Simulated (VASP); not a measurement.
Calculation: r2SCAN meta-GGA, VASP's PBE PAW potentials (set 64) (plane waves; VASP).

VASP ran on this input.

POSCAR:
```
BN
1.0
  1.2510513020  -2.1668848059   0.0000000000
  1.2510513020   2.1668848059   0.0000000000
  0.0000000000   0.0000000000   6.7168032237
B N
2 2
direct
  0.3333330000   0.6666670000   0.2500000000
  0.6666670000   0.3333330000   0.7500000000
  0.6666670000   0.3333330000   0.2500000000
  0.3333330000   0.6666670000   0.7500000000
```

**KPOINTS**
```
Automatic mesh
0
Gamma
10 10 4
0 0 0
```

INCAR:
```
SYSTEM = BN
PREC = Accurate
ENCUT = 620
EDIFF = 1E-6
NELM = 100
ALGO = Normal
LREAL = .FALSE.
LASPH = .TRUE.
ISMEAR = 0
SIGMA = 0.05
METAGGA = R2SCAN
LMIXTAU = .TRUE.
LWAVE = .FALSE.
LCHARG = .FALSE.
IBRION = 2
ISIF = 3
NSW = 40
EDIFFG = -0.02
```

POTCAR, in this order: B N (PBE.64 set). Program: vasp_std.

### Question
What will the output report for the number of irreducible k-points (NKPTS), largest plane-wave count, number of space-group operations, FFT grid (NGX, NGY, NGZ)?

### Answer

The number of irreducible k-points (NKPTS) comes out as 42, the largest plane-wave count is 1295 and the number of space-group operations is 24. The FFT grid (NGX, NGY, NGZ) comes out as 20 × 20 × 56.

The compound is BN in the hex structure. This run relaxes it. Symmetry was kept, so distortions that lower it aren't found.
